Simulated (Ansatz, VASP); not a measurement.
# Cross-check of H4CO (liquid methanol at 298 K) between VASP and Ansatz, part 2 of 2

Aim: how closely do two programs agree when they are given the same cell, functional and k mesh? Of the first pair: The cell is taken from a series of runs on this material, whose earlier steps may have relaxed, scaled, displaced or heated it; both programs get it as it stands.

VASP 6.6.1 and Ansatz 0.2.0.

So far. Step 2 (VASP: single point, PBE with D3(BJ), pair 1): The run ends at a pressure of 2.25 GPa, with forces up to 3.1 eV/Å.

### 6. VASP: single point, PBE with D3(BJ), pair 2

Level of this step: PBE with D3(BJ); plane waves and PAW (C, O, H) (VASP).

The same cell, functional and mesh now go to VASP, with its own data sets.

File INCAR:

```
SYSTEM = H4CO
PREC = Accurate
ENCUT = 600
EDIFF = 1E-06
NELM = 120
ISMEAR = 0
SIGMA = 0.01
LREAL = Auto
ALGO = Normal
GGA = PE
IVDW = 12
NBANDS = 208
LORBIT = 11
LWAVE = .FALSE.
LCHARG = .FALSE.
ISIF = 2
LASPH = .TRUE.
GGA_COMPAT = .FALSE.
EFERMI = MIDGAP
NCORE = 2
```

File POSCAR:

```
H4CO
1.0
   10.6583100000      0.0000000000      0.0000000000
    0.0000000000     10.6583100000      0.0000000000
    0.0000000000      0.0000000000     10.6583100000
C O H
18 18 72
Direct
    0.5846800000      0.0807900000      0.9482400000
    0.3607700000      0.5373200000      0.6283000000
    0.7610000000      0.5471300000      0.3306500000
    0.4308100000      0.4835600000      0.2645100000
    0.6394700000      0.2783800000      0.6572200000
    0.8777100000      0.9206500000      0.1923300000
    0.1932200000      0.8382700000      0.3232300000
    0.2268700000      0.2212200000      0.1167800000
    0.0551300000      0.3114000000      0.8193600000
    0.0413800000      0.6791100000      0.6212200000
    0.5253700000      0.1087700000      0.3217200000
    0.7366600000      0.6334700000      0.8285200000
    0.3215700000      0.0881600000      0.6439300000
    0.3976600000      0.7826000000      0.9925400000
    0.5588000000      0.8079000000      0.5435900000
    0.9067300000      0.0324800000      0.6067900000
    0.0336800000      0.5751700000      0.0714700000
    0.0548200000      0.3132600000      0.4214800000
    0.4584400000      0.0942500000      0.9064000000
    0.2724600000      0.4366600000      0.6239400000
    0.8852100000      0.5964400000      0.3308500000
    0.4353300000      0.4871200000      0.1300900000
    0.7631200000      0.3245000000      0.6751500000
    0.8369500000      0.0038000000      0.2896800000
    0.2636600000      0.8467500000      0.4370400000
    0.3128000000      0.2810600000      0.0315900000
    0.1666300000      0.3812300000      0.8509800000
    0.9177900000      0.6968800000      0.5698700000
    0.5878500000      0.9979100000      0.2802600000
    0.7401200000      0.5784300000      0.7066500000
[... 72 atom lines left out ...]
    0.0074300000      0.6659600000      0.1122900000
    0.1847500000      0.6347500000      0.9811800000
    0.0393500000      0.4053600000      0.3774000000
    0.0026300000      0.3099500000      0.5106000000
    0.0171700000      0.2399400000      0.3597400000
    0.2190700000      0.3487900000      0.5022900000
```

File KPOINTS:

```
Automatic mesh
0
Gamma
1 1 1
0 0 0
```

Potentials, in the order of the species: C, O and H (PBE family, release 64).

Launch:

```console
$ mpirun -np 8 vasp_gam
```

Numbers of over 12 decimals in the logs are rounded to 6 here.

What it wrote:

```text
[... set-up lines as in an earlier step ...]
 entering main loop
       N       E                     dE             d eps       ncg     rms          rms(c)
DAV:   1     0.190617112356E+04    0.19062E+04   -0.13538E+05   432   0.122E+03
DAV:   2    -0.343255075949E+03   -0.22494E+04   -0.21096E+04   528   0.272E+02
DAV:   3    -0.594602494782E+03   -0.25135E+03   -0.24914E+03   528   0.925E+01
DAV:   4    -0.600342440905E+03   -0.57399E+01   -0.57191E+01   544   0.156E+01
[...]
DAV:  18    -0.550718424653E+03    0.77409E-05   -0.12135E-05   512   0.117E-02    0.497E-03
DAV:  19    -0.550718422810E+03    0.18429E-05   -0.47440E-06   448   0.652E-03    0.402E-03
DAV:  20    -0.550718422073E+03    0.73781E-06   -0.18417E-06   400   0.450E-03
   1 F= -.55440176E+03 E0= -.55440176E+03  d E =0.000000E+00
```

OUTCAR, selected parts (step 6):

```text
  FREE ENERGIE OF THE ION-ELECTRON SYSTEM (eV)
  ---------------------------------------------------
  free  energy   TOTEN  =      -554.4017585820 eV

  energy  without entropy=     -554.4017585820  energy(sigma->0) =     -554.40175858

[... 1 part as in an earlier step ...]
```

The run ends at a pressure of -0.25 GPa, with forces up to 0.14 eV/Å.

### 7. Differences

Compared:

| quantity | Ansatz | VASP | difference |
| --- | --- | --- | --- |
| pressure (GPa) | -0.26 | -0.25 | -0.01 |
| gap on the k mesh (eV) | 4.533 | 4.526 | +0.007 |

Forces on 7 of the 108 atoms, those with the largest forces and the largest differences (eV/Å; atoms numbered as in POSCAR):

| atom | Ansatz x, y, z | VASP x, y, z |
| --- | --- | --- |
| C1 | -0.001, -0.003, 0.000 | 0.122, -0.034, 0.023 |
| C3 | 0.002, 0.001, 0.000 | -0.115, -0.053, -0.023 |
| C5 | 0.001, 0.002, 0.000 | -0.111, -0.065, -0.018 |
| C7 | -0.006, -0.001, -0.007 | -0.065, -0.035, -0.110 |
| C12 | 0.001, 0.000, 0.001 | -0.022, 0.038, 0.121 |
| C13 | 0.007, 0.004, 0.013 | 0.085, 0.000, 0.110 |
| C16 | -0.001, 0.004, 0.004 | 0.031, 0.080, 0.089 |

The forces differ by 45 meV/Å r.m.s., where the r.m.s. force is 0.004 eV/Å in Ansatz and 0.045 eV/Å in VASP: the atoms lie near their places of rest in Ansatz, so a percentage would say little (all taken over all components). A gap on the mesh is an upper bound, since the band edges may lie between its points.

### 8. Ansatz: relaxation, PBE with D3(BJ)

The two programs are compared at the cell with which this relaxation starts, whose forces are those of its first step.

The structure compared here is the start of the Ansatz relaxation; VASP solves that cell, so the two are compared at the walk's first step.

File input.yaml:

```yaml
crystal:
  lattice:
    - [10.65831, 0.0, 0.0]
    - [0.0, 10.65831, 0.0]
    - [0.0, 0.0, 10.65831]
  atoms:
    - { symbol: C, position: [0.6042, 0.11959, 0.95986] }
    - { symbol: O, position: [0.50974, 0.09301, 0.8705] }
    - { symbol: H, position: [0.69979, 0.10341, 0.91758] }
    - { symbol: H, position: [0.59085, 0.07411, 0.04717] }
    - { symbol: H, position: [0.6037, 0.22425, 0.97209] }
    - { symbol: H, position: [0.43046, 0.12081, 0.91235] }
    - { symbol: C, position: [0.37722, 0.54187, 0.69233] }
    - { symbol: O, position: [0.2938, 0.43956, 0.69546] }
    - { symbol: H, position: [0.45905, 0.52458, 0.63455] }
    - { symbol: H, position: [0.41341, 0.55184, 0.79159] }
    - { symbol: H, position: [0.32917, 0.626, 0.66285] }
    - { symbol: H, position: [0.24033, 0.46254, 0.77104] }
    - { symbol: C, position: [0.81197, 0.4971, 0.41194] }
    - { symbol: O, position: [0.85615, 0.61381, 0.37685] }
    - { symbol: H, position: [0.80142, 0.44369, 0.32736] }
    - { symbol: H, position: [0.72924, 0.50705, 0.47316] }
    - { symbol: H, position: [0.87312, 0.43387, 0.46544] }
    - { symbol: H, position: [0.87605, 0.64627, 0.45865] }
    - { symbol: C, position: [0.54878, 0.5649, 0.19483] }
    - { symbol: O, position: [0.48934, 0.56226, 0.07213] }
    - { symbol: H, position: [0.49388, 0.63575, 0.25151] }
    - { symbol: H, position: [0.64605, 0.58572, 0.17916] }
    - { symbol: H, position: [0.53727, 0.46576, 0.22901] }
    - { symbol: H, position: [0.5121, 0.48667, 0.02109] }
    - { symbol: C, position: [0.61306, 0.26388, 0.69335] }
    - { symbol: O, position: [0.7208, 0.31022, 0.62878] }
    - { symbol: H, position: [0.6253, 0.30789, 0.78237] }
    - { symbol: H, position: [0.61347, 0.16378, 0.69678] }
    - { symbol: H, position: [0.53076, 0.29702, 0.64756] }
    - { symbol: H, position: [0.72728, 0.40313, 0.64642] }
[... 72 atom lines left out ...]
    - { symbol: C, position: [0.20342, 0.38224, 0.4099] }
    - { symbol: O, position: [0.25932, 0.29624, 0.49207] }
    - { symbol: H, position: [0.26967, 0.46033, 0.40738] }
    - { symbol: H, position: [0.11184, 0.40746, 0.45244] }
    - { symbol: H, position: [0.19055, 0.34171, 0.31647] }
    - { symbol: H, position: [0.27019, 0.33769, 0.57131] }
kpoints:
  mp_grid: { grid: [1, 1, 1] }
hamiltonian:
  xc: pbe
  dispersion: d3bj
scf:
  occupations: { method: fixed }
output:
  forces: true
relax:
  f_tol: 0.03
  max_steps: 200
```

Launch:

```console
$ ansatz run input.yaml --threads 4 --pin off --max-ram 8192MiB --backend cpu --events-out ev --progress --plain --runs-dir out
```

What it wrote:

```text
[...]
Crystal: 108 atoms, lattice volume = 1210.779 Å³
Basis set: ecut = 420 eV, 23703 PW (Γ), exchange–correlation on 144×144×144 points (8 copies of the dense FFT grid, shifted against one another)
Bands: 234, of which v1, the nominal top of the filled ones, is band 126 counted from 1 (125 counted from 0)
Symmetry: 1 space group operations
[...]
k-points: 1
[...]
- { symbol: C, position: [0.906734, 0.032479, 0.606791] }
    - { symbol: O, position: [0.866586, 0.931992, 0.526990] }
[...]
- { symbol: C, position: [0.033679, 0.575169, 0.071470] }
    - { symbol: O, position: [0.104388, 0.591095, 0.957844] }
[...]
- { symbol: C, position: [0.054821, 0.313257, 0.421481] }
    - { symbol: O, position: [0.186237, 0.288386, 0.439156] }
    - { symbol: H, position: [0.039352, 0.405360, 0.377397] }
    - { symbol: H, position: [0.00263, 0.309953, 0.510599] }
    - { symbol: H, position: [0.017169, 0.239939, 0.359744] }
    - { symbol: H, position: [0.219065, 0.348786, 0.502287] }
```

### 9. VASP: single point, PBE with D3(BJ), start cell, pair 3

The same cell, functional and mesh now go to VASP, with its own data sets.

Edit INCAR of step 6 so:

```diff
@@ -2,3 +2,3 @@
 PREC = Accurate
-ENCUT = 600
+ENCUT = 520
 EDIFF = 1E-06
```

File POSCAR:

```
H4CO
1.0
   10.6583100000      0.0000000000      0.0000000000
    0.0000000000     10.6583100000      0.0000000000
    0.0000000000      0.0000000000     10.6583100000
C O H
18 18 72
Direct
    0.6042046065      0.1195874393      0.9598613664
    0.3772174013      0.5418682699      0.6923330247
    0.8119673757      0.4970956934      0.4119414804
    0.5487830622      0.5649019404      0.1948338902
    0.6130615454      0.2638786074      0.6933463185
    0.8510823949      0.8719487423      0.1450511385
    0.2144054733      0.7960079975      0.3118411831
    0.1866243335      0.2005008299      0.0154433489
    0.9985166504      0.3405136462      0.7456998342
    0.0045692047      0.7650837703      0.6972775234
    0.5105406017      0.0816545963      0.3547560542
    0.7584035368      0.6366393922      0.8670230083
    0.2619646079      0.0254918463      0.6683142074
    0.3376614116      0.8435108380      0.9904853584
    0.5391380059      0.8137781693      0.5849614057
    0.8988760882      0.0271337576      0.5190410112
    0.0161657899      0.5170707176      0.0895357707
    0.2034187409      0.3822369588      0.4098961280
    0.5097431019      0.0930072404      0.8705038604
    0.2937989231      0.4395631202      0.6954573474
    0.8561488641      0.6138121334      0.3768514896
    0.4893364896      0.5622561175      0.0721315105
    0.7207990760      0.3102180364      0.6287769825
    0.8267633424      0.9544008384      0.2404977900
    0.2845385432      0.8173716096      0.4188187433
    0.2799974855      0.1989245950      0.9195078770
    0.0965068571      0.3908968683      0.8193512855
    0.9015594405      0.7078608147      0.6293774529
    0.5597604123      0.9717863339      0.3026370973
    0.7220187816      0.5729332324      0.7574090076
[... 72 atom lines left out ...]
    0.9622820128      0.5789567014      0.1510276958
    0.1299455542      0.6399607442      0.0144300550
    0.2696675176      0.4603262619      0.4073816581
    0.1118376178      0.4074567169      0.4524357051
    0.1905461560      0.3417145870      0.3164666819
    0.2701929293      0.3376895587      0.5713100857
```

KPOINTS is that of step 6.

Launch:

```console
$ mpirun -np 8 vasp_gam
```

What it wrote:

```text
[... set-up lines as in an earlier step ...]
 entering main loop
       N       E                     dE             d eps       ncg     rms          rms(c)
DAV:   1     0.180438957509E+04    0.18044E+04   -0.12617E+05   432   0.109E+03
DAV:   2    -0.359622366310E+03   -0.21640E+04   -0.20420E+04   520   0.262E+02
DAV:   3    -0.592981466399E+03   -0.23336E+03   -0.23139E+03   528   0.891E+01
DAV:   4    -0.598168587573E+03   -0.51871E+01   -0.51686E+01   544   0.148E+01
[...]
DAV:  18    -0.544675832651E+03    0.12862E-04   -0.11791E-05   504   0.141E-02    0.519E-03
DAV:  19    -0.544675829806E+03    0.28452E-05   -0.70690E-06   520   0.909E-03    0.333E-03
DAV:  20    -0.544675829810E+03   -0.41309E-08   -0.26366E-06   480   0.433E-03
   1 F= -.54833840E+03 E0= -.54833840E+03  d E =0.000000E+00
```

OUTCAR, selected parts (step 9):

```text
  FREE ENERGIE OF THE ION-ELECTRON SYSTEM (eV)
  ---------------------------------------------------
  free  energy   TOTEN  =      -548.3383988706 eV

  energy  without entropy=     -548.3383988706  energy(sigma->0) =     -548.33839887

[... 1 part as in an earlier step ...]
```

The run ends at a pressure of 2.28 GPa, with forces up to 3.1 eV/Å.

### 10. Side by side

What differs besides the data sets and the points named for the pairs above, as far as they apply: the cutoff is 420 eV in Ansatz and 520 eV in VASP (PREC = Accurate, projectors in real space). Total energies have different zeros and are not compared.

Forces on 10 of the 108 atoms, those with the largest forces and the largest differences (eV/Å; atoms numbered as in POSCAR):

| atom | Ansatz x, y, z | VASP x, y, z |
| --- | --- | --- |
| C1 | 0.934, 1.982, -1.846 | 1.055, 1.989, -1.758 |
| C2 | 1.085, -0.032, 1.585 | 1.203, 0.087, 1.556 |
| C3 | -0.542, -1.215, 0.399 | -0.611, -1.376, 0.413 |
| C6 | 1.135, -1.628, 0.587 | 1.198, -1.742, 0.441 |
| C8 | -0.865, -1.117, -1.749 | -0.939, -1.121, -1.635 |
| C11 | -0.218, -1.042, 2.907 | -0.273, -0.904, 2.931 |
| C14 | 0.704, -1.152, 1.752 | 0.722, -1.030, 1.713 |
| O24 | -1.099, 1.964, 1.604 | -1.078, 2.046, 1.737 |
| O36 | 0.375, -2.182, -0.464 | 0.407, -2.310, -0.459 |
| H61 | 1.770, -0.918, -1.280 | 1.770, -0.929, -1.289 |

The forces differ by 55 meV/Å r.m.s., which is 6.8 % of the r.m.s. force of 0.811 eV/Å (both taken over all components).

### 11. Summary of results

```yaml
r_m_s_force_difference_single_point_pbe_with_d3_bj_pair_1: 6.6 % of the r.m.s. force
r_m_s_force_difference_single_point_pbe_with_d3_bj_pair_2: 45 meV/Å
r_m_s_force_difference_single_point_pbe_with_d3_bj_start_cell_pair_3: 6.8 % of the r.m.s. force
```

In words: The r.m.s. force difference is 45 meV/Å (single point, PBE with D3(BJ), pair 2), beyond the 12 meV/Å picked in this series as the mark of a large difference. What causes the difference of the single point, PBE with D3(BJ), pair 1 pair stays open here. What causes the difference of the single point, PBE with D3(BJ), pair 2 pair stays open here. What causes the difference of the single point, PBE with D3(BJ), start cell, pair 3 pair stays open here. 1 further run of this series is not shown here. Such differences can come from data sets, numerical settings and the points named under the comparisons, not from the functional's error against experiment.

[Lines on the potential files, build, host, timing and source positions are cut from VASP's logs without a mark.]

[Logs are printed without paths, hosts, clocks, repeated set-up lines and the standing remarks that a program may print on its own settings, such as how far it seeks lower states.]

[Hosts, paths, dates, database ids (printed as entryN), source tags and the programs' standing remarks are cut or masked in the printed files.]
